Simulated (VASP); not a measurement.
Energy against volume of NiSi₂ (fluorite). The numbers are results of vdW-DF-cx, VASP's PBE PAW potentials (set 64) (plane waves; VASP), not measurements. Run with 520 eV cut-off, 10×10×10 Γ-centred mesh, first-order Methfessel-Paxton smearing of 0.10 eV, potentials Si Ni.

| V (Å³/atom) | E (eV/atom) |
|---|---|
| 12.468 | -4.28817 |
| 12.866 | -4.30634 |
| 13.264 | -4.31079 |
| 13.662 | -4.30359 |

Question: Fit these four points and predict the energy of the run at 14.060 Å³/atom.

Answer: A cubic in V^(−2/3), the third-order Birch-Murnaghan form, passes through the four points with V0 = 13.21 Å³/atom and B0 = 159 GPa, and gives -4.2865 eV/atom there. The run gave -4.2870 eV/atom, -0.5 meV/atom from the fit; all five points give B0 = 157 GPa.

The compound is NiSi2 in the fluorite structure. It was relaxed first. The run is not spin-polarised, so no magnetic state was tried.
